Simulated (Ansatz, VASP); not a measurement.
## One calculation of ScF3, two programs

```
Sc F
1.0
     4.06525    0.00000    0.00000
     0.00000    4.06525    0.00000
     0.00000    0.00000    4.06525
Sc F
1 3
Direct
  0.00000 0.00000 0.00000
  0.50000 0.00000 0.00000
  0.00000 0.50000 0.00000
  0.00000 0.00000 0.50000
```

Change from the starting cell: volume scaled by 1.04.

Alike in both runs: task single point; functional LDA; k mesh 6 × 6 × 6; occupations fermi-dirac, width 0.02 eV; no spin polarisation.

|  | VASP | Ansatz |
| --- | --- | --- |
| version | VASP 6.6.1 | Ansatz 0.2.0 |
| potentials or method | VASP PAW LDA potentials, release 64 (Sc_sv, F), cutoff 520 eV | all-electron LAPW, scalar-relativistic |

```tsv
	VASP	Ansatz	Ansatz less VASP
gap on the k mesh at the Fermi level (eV)	5.99	6.01	+0.025
pressure (GPa)	-5.7	-6.3	-0.52
```

Ansatz ran all-electron here, so the differences hold the error of VASP's frozen core and of both bases.

A k mesh can miss the band edges.
